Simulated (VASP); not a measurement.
Given:

```xyz
2
Lattice="0.0000 3.6784 3.6784 3.6784 0.0000 3.6784 3.6784 3.6784 0.0000" Properties=species:S:1:pos:R:3 pbc="T T T"
Br     1.8392     1.8392     1.8392
K      0.0000     0.0000     0.0000
```

The numbers are results of PBE GGA, VASP's PBE PAW potentials (set 64) (plane waves; VASP), not measurements. Settings: LASPH = .FALSE., 400 eV cut-off, 6×6×6 Γ-centred mesh, Gaussian smearing of 0.050 eV, potentials Br K_sv.

What does the run give for the energy per atom (σ→0)?

The energy per atom (σ→0) is -3016 meV/atom.

Total energies compare only between runs with the same potentials, cut-off and functional.

The structure was generated: KBr was put into the zincblende type (F-43m), which need not be its known phase. The cell was not relaxed at this level. The run is one of a series of settings (LASPH = .FALSE. against the base run), some of them coarse on purpose.
